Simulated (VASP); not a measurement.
Method: PBE GGA, VASP's PBE PAW potentials (set 64) (plane waves; VASP 6.6.1).

The input files of a VASP run:

File KPOINTS:
```
Regular mesh
0
gamma
3 3 3
```

### INCAR
```
LASPH = .TRUE.   ! aspherical one-centre terms
ISIF = 2   ! forces and stress, cell fixed
ENCUT = 400   ! plane-wave cut-off (eV)
ISMEAR = 1
LWAVE = .FALSE.
GGA = PE   ! PBE
LMAXMIX = 4   ! l cut-off of mixed one-centre charges
SIGMA = 0.1   ! width (eV)
ALGO = Normal   ! blocked Davidson
EDIFF = 1E-6   ! SCF stop (eV)
NELM = 100
LCHARG = .FALSE.
SYSTEM = Cs
LREAL = .FALSE.   ! projection in real space or not
PREC = Accurate
```

POSCAR:
```
Cs
1
   -3.1110000000     3.1110000000     3.1110000000
    3.1110000000    -3.1110000000     3.1110000000
    3.1110000000     3.1110000000    -3.1110000000
Cs
1
Direct
  0.0000000000   0.0000000000   0.0000000000
```

POTCAR, in this order: Cs_sv (PBE.64 set). Program: vasp_std.

Output of the run:

OUTCAR:
```
 ion  position               nearest neighbor table
   1  0.000  0.000  0.000-
  LATTYP: Found a body centered cubic cell.
 ALAT       =     6.2220000000
 Subroutine PRICEL returns:
 Original cell was already a primitive cell.
 Subroutine GETGRP returns: Found 48 space group operations
The static configuration has the point symmetry O_h .
The dynamic configuration has the point symmetry O_h .
 Subroutine INISYM returns: Found 48 space group operations
 Subroutine IBZKPT returns following result:
 Found      4 irreducible k-points:

 Following reciprocal coordinates:
            Coordinates               Weight
  0.000000  0.000000  0.000000      1.000000
  0.333333  0.000000  0.000000     12.000000
  0.333333  0.333333  0.000000      8.000000
 -0.333333  0.333333  0.333333      6.000000
   k-points           NKPTS =      4   k-points in BZ     NKDIM =      4   number of bands    NBANDS=      8
   number of dos      NEDOS =    301   number of ions     NIONS =      1
   total plane-waves  NPLWV =  46656
   dimension x,y,z NGX =    36 NGY =   36 NGZ =   36
   dimension x,y,z NGXF=    72 NGYF=   72 NGZF=   72
   ions per type =               1
   PREC   = accura    normal or accurate (medium, high low for compatibility)
   ISTART =      0    job   : 0-new  1-cont  2-samecut
   ICHARG =      2    charge: 1-file 2-atom 10-const
   ISPIN  =      1    spin polarized calculation?
   LNONCOLLINEAR =      F non collinear calculations
   LSORBIT =      F    spin-orbit coupling
   INIWAV =      1    electr: 0-lowe 1-rand  2-diag
   ENCUT  =  400.0 eV  29.40 Ry    5.42 a.u.   8.79  8.79  8.79*2*pi/ulx,y,z
   NELM   =    100;   NELMIN=  2; NELMDL= -5     # of ELM steps
   EDIFF  = 0.1E-05   stopping-criterion for ELM
   LREAL  =      F    real-space projection
   NLSPLINE    = F    spline interpolate recip. space projectors
   LMAXMIX     =    4 max onsite mixed and CHGCAR
   VOSKOWN=      0    Vosko Wilk Nusair interpolation
   EDIFFG = 0.1E-04   stopping-criterion for IOM
   NSW    =      0    number of steps for IOM
   NBLOCK =      1;   KBLOCK =      1    inner block; outer block
   IBRION =     -1    ionic relax: 0-MD 1-quasi-New 2-CG
   NFREE  =      0    steps in history (QN), initial steepest desc. (CG)
   ISIF   =      2    stress and relaxation
   ISYM   =      2    0-nonsym 1-usesym 2-fastsym
   TEIN   =    0.0    initial temperature
   TEBEG  =    0.0;   TEEND  =   0.0 temperature during run
   SMASS  =  -3.00    Nose mass-parameter (am)
   PSTRESS=    0.0 pullay stress
   NELECT =       9.0000    total number of electrons
   EFERMI =   0.00;   METHOD = LEGACY
   ISMEAR =     1;   SIGMA  =   0.10  broadening in eV -4-tet -1-fermi 0-gaus
   IALGO  =     38    algorithm
   LDIAG  =      T    sub-space diagonalisation (order eigenvalues)
   IMIX   =      4    mixing-type and parameters
     AMIX     =   0.40;   BMIX     =  1.00
     AMIX_MAG =   1.60;   BMIX_MAG =  1.00
     AMIN     =   0.10
   GGA     = PE    functional components
   VOSKOWN =     0    Vosko Wilk Nusair interpolation
   LHFCALC =     F    Hartree Fock is set to
   LHFONE  =     F    Hartree Fock one center treatment
   AEXX    =    0.0000 exact exchange contribution
   IVDW    =     0    specifies the selected vdW correction
   LEPSILON=     F    determine dielectric tensor
   LRPA    =     F    only Hartree local field effects (RPA)
  energy-cutoff  :      400.00
  volume of cell :      120.44
      direct lattice vectors                 reciprocal lattice vectors
    -3.111000000  3.111000000  3.111000000     0.000000000  0.160720026  0.160720026
     3.111000000 -3.111000000  3.111000000     0.160720026  0.000000000  0.160720026
     3.111000000  3.111000000 -3.111000000     0.160720026  0.160720026  0.000000000
 k-point     1 :   0.0000 0.0000 0.0000  plane waves:    2171
 k-point     2 :   0.3333 0.0000 0.0000  plane waves:    2214
...
```

OSZICAR:
```
       N       E                     dE             d eps       ncg     rms          rms(c)
DAV:   1     0.512588109399E+02    0.51259E+02   -0.25848E+03    64   0.651E+02
DAV:   2     0.359272986784E+01   -0.47666E+02   -0.47463E+02    88   0.117E+02
DAV:   3    -0.854996522734E+00   -0.44477E+01   -0.44477E+01    64   0.440E+01
DAV:   4    -0.919083913078E+00   -0.64087E-01   -0.64087E-01   128   0.636E+00
DAV:   5    -0.919090243867E+00   -0.63308E-05   -0.63308E-05    80   0.687E-02    0.131E-01
DAV:   6    -0.919629737878E+00   -0.53949E-03   -0.14181E-03   112   0.216E-01    0.895E-02
DAV:   7    -0.920606724588E+00   -0.97699E-03   -0.37608E-03    88   0.363E-01    0.371E-02
DAV:   8    -0.920701983975E+00   -0.95259E-04   -0.13696E-04   112   0.925E-02    0.419E-03
DAV:   9    -0.920703599257E+00   -0.16153E-05   -0.22522E-06   104   0.934E-03    0.253E-03
DAV:  10    -0.920702926107E+00    0.67315E-06   -0.59468E-07    96   0.431E-03
   1 F= -.92070293E+00 E0= -.92026515E+00  d E =-.131333E-02
```

### OUTCAR
```
------------------------ aborting loop because EDIFF is reached ----------------------------------------
  FORCE on cell =-STRESS in cart. coord.  units (eV):
  Direction    XX          YY          ZZ          XY          YZ          ZX
  --------------------------------------------------------------------------------------
  Total       -0.0980550     -0.0980550     -0.0980550     -0.0000000      0.0000000      0.0000000
  in kB       -1.3044285     -1.3044285     -1.3044285     -0.0000000      0.0000000      0.0000000
  external PRESSURE =      -1.3044285 kB  Pullay stress =       0.0000000 kB
  volume of cell :      120.44
      direct lattice vectors                 reciprocal lattice vectors
    -3.111000000  3.111000000  3.111000000     0.000000000  0.160720026  0.160720026
     3.111000000 -3.111000000  3.111000000     0.160720026  0.000000000  0.160720026
     3.111000000  3.111000000 -3.111000000     0.160720026  0.160720026  0.000000000
 POSITION                                       TOTAL-FORCE (eV/Angst)
 -----------------------------------------------------------------------------------
      0.00000      0.00000      0.00000        -0.000000      0.000000     -0.000000
 -----------------------------------------------------------------------------------
    total drift:                               -0.000000      0.000000      0.000000
  FREE ENERGIE OF THE ION-ELECTRON SYSTEM (eV)
  ---------------------------------------------------
  free  energy   TOTEN  =        -0.9207029261 eV

  energy  without entropy=       -0.9193896001  energy(sigma->0) =       -0.92026515
```
(Selected blocks of OUTCAR.)

File OUTCAR:
```
 val. band max:       -0.2554329295   @ k =   0.3333   0.0000   0.0000

 cond. band min:       0.5679123364   @ k =  -0.3333   0.3333   0.3333


 Fermi energy:         0.5086522528

 k-point     1 :       0.0000    0.0000    0.0000
  band No.  band energies     occupation
      1     -23.5473      2.00000
      2     -10.2972      2.00000
      3     -10.2972      2.00000
      4     -10.2972      2.00000
      5      -1.2906      2.00000
      6       2.8029      0.00000
      7       2.8029      0.00000
      8       2.8029      0.00000

 k-point     2 :       0.3333    0.0000    0.0000
  band No.  band energies     occupation
      1     -23.5433      2.00000
      2     -10.3855      2.00000
      3     -10.3267      2.00000
      4     -10.2972      2.00000
      5      -0.2554      2.00000
      6       1.6762     -0.00000
      7       2.1406     -0.00000
      8       3.5555      0.00000

 k-point     3 :       0.3333    0.3333    0.0000
  band No.  band energies     occupation
      1     -23.5413      2.00000
      2     -10.3778      2.00000
      3     -10.3778      2.00000
      4     -10.3120      2.00000
      5       1.1860     -0.00000
      6       1.2213     -0.00000
      7       1.2213     -0.00000
      8       3.5289      0.00000

 k-point     4 :      -0.3333    0.3333    0.3333
  band No.  band energies     occupation
      1     -23.5399      2.00000
      2     -10.3743      2.00000
      3     -10.3592      2.00000
      4     -10.3592      2.00000
      5       0.5679      0.16667
      6       1.4152     -0.00000
      7       2.7058      0.00000
      8       2.7058      0.00000
```

Unless said otherwise, spin-orbit coupling is left out, though it shifts the bands of the heavy elements here.

The compound is Cs in the bcc structure. The cell was not relaxed at this level. The k-mesh is coarse (spacing up to 0.48 per Å, 2π included), so the numbers may not be converged in it. The run is one of a series of settings (KPOINTS 3×3×3 Γ-centred mesh against the base run), some of them coarse on purpose.
